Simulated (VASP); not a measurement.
All values below come from PBE GGA, VASP's PBE PAW potentials (set 64) (plane waves; VASP).

Input for VASP

### INCAR
```
# general
SYSTEM = CaO
PREC   = Accurate
ENCUT  = 520
LREAL  = .FALSE.
LASPH  = .TRUE.
ICHARG = 11

# electronic loop
EDIFF  = 1E-6
NELM   = 100
ALGO   = Normal

# smearing
ISMEAR = 0
SIGMA  = 0.05

# functional
GGA    = PE

# output
LWAVE  = .FALSE.
LCHARG = .FALSE.
```

**POSCAR**
```
CaO
3.4217580
  0.0000000000   0.7071067328   0.7071067328
  0.7071067328   0.0000000000   0.7071067328
  0.7071067328   0.7071067328   0.0000000000
Ca O
1 1
Cartesian
  0.0000000000   0.0000000000   0.0000000000
  0.7071067328   0.7071067328   0.7071067328
```

File KPOINTS:
```
k-points along high-symmetry lines
15
Line-mode
Reciprocal
  0.000000   0.000000   0.000000 ! GAMMA
  0.500000   0.000000   0.500000 ! X

  0.500000   0.000000   0.500000 ! X
  0.625000   0.250000   0.625000 ! U

  0.375000   0.375000   0.750000 ! K
  0.000000   0.000000   0.000000 ! GAMMA

  0.000000   0.000000   0.000000 ! GAMMA
  0.500000   0.500000   0.500000 ! L

  0.500000   0.500000   0.500000 ! L
  0.500000   0.250000   0.750000 ! W

  0.500000   0.250000   0.750000 ! W
  0.500000   0.000000   0.500000 ! X
```

POTCAR, in this order: Ca_sv O (PBE.64 set). Program: vasp_std. Read from the step before: CHGCAR.

Output

OSZICAR:
```
       N       E                     dE             d eps       ncg     rms          rms(c)
DAV:   1     0.125966109635E+03    0.12597E+03   -0.85915E+03  2160   0.135E+03
DAV:   2    -0.441390916196E+01   -0.13038E+03   -0.12365E+03  2432   0.330E+02
DAV:   3    -0.113138193187E+02   -0.68999E+01   -0.66823E+01  2776   0.733E+01
DAV:   4    -0.115698302386E+02   -0.25601E+00   -0.25571E+00  3200   0.128E+01
DAV:   5    -0.115741217329E+02   -0.42915E-02   -0.42910E-02  2704   0.147E+00
DAV:   6    -0.115741860151E+02   -0.64282E-04   -0.64282E-04  2988   0.145E-01
DAV:   7    -0.115741871752E+02   -0.11601E-05   -0.11601E-05  2568   0.188E-02
DAV:   8    -0.115741871864E+02   -0.11223E-07   -0.11191E-07  1748   0.245E-03
   1 F= -.11574187E+02 E0= -.11574187E+02  d E =-.401858E-11
```

**OUTCAR**
```
 val. band max:        2.2353730092   @ k =   0.0000   0.0000   0.0000

 cond. band min:       5.8759891929   @ k =   0.5000   0.0000   0.5000



 k-point     1 :       0.0000    0.0000    0.0000
  band No.  band energies     occupation
      1     -35.4851      2.00000
      2     -16.2631      2.00000
      3     -16.2631      2.00000
      4     -16.2631      2.00000
      5     -13.2576      2.00000
      6       2.2354      2.00000
      7       2.2354      2.00000
      8       2.2354      2.00000
      9       6.7854      0.00000
     10       8.4106      0.00000
     11       8.4106      0.00000
     12       8.4106      0.00000

 k-point     2 :       0.0357    0.0000    0.0357
  band No.  band energies     occupation
      1     -35.4835      2.00000
      2     -16.2823      2.00000
      3     -16.2658      2.00000
      4     -16.2658      2.00000
      5     -13.2335      2.00000
      6       2.1452      2.00000
      7       2.2240      2.00000
      8       2.2240      2.00000
      9       6.8675      0.00000
     10       8.3631      0.00000
     11       8.4591      0.00000
     12       8.4591      0.00000

 k-point     3 :       0.0714    0.0000    0.0714
  band No.  band energies     occupation
      1     -35.4789      2.00000
      2     -16.3360      2.00000
      3     -16.2736      2.00000
      4     -16.2736      2.00000
      5     -13.1669      2.00000
      6       1.9064      2.00000
      7       2.1921      2.00000
      8       2.1921      2.00000
      9       7.0841      0.00000
     10       8.2274      0.00000
     11       8.6009      0.00000
     12       8.6009      0.00000

 k-point     4 :       0.1071    0.0000    0.1071
  band No.  band energies     occupation
      1     -35.4716      2.00000
      2     -16.4137      2.00000
      3     -16.2864      2.00000
      4     -16.2864      2.00000
      5     -13.0725      2.00000
      6       1.5880      2.00000
      7       2.1449      2.00000
...
```

The density is held fixed in this step, so its total energy and stress have no physical meaning.

The compound is CaO in the rock salt structure. It was relaxed first.
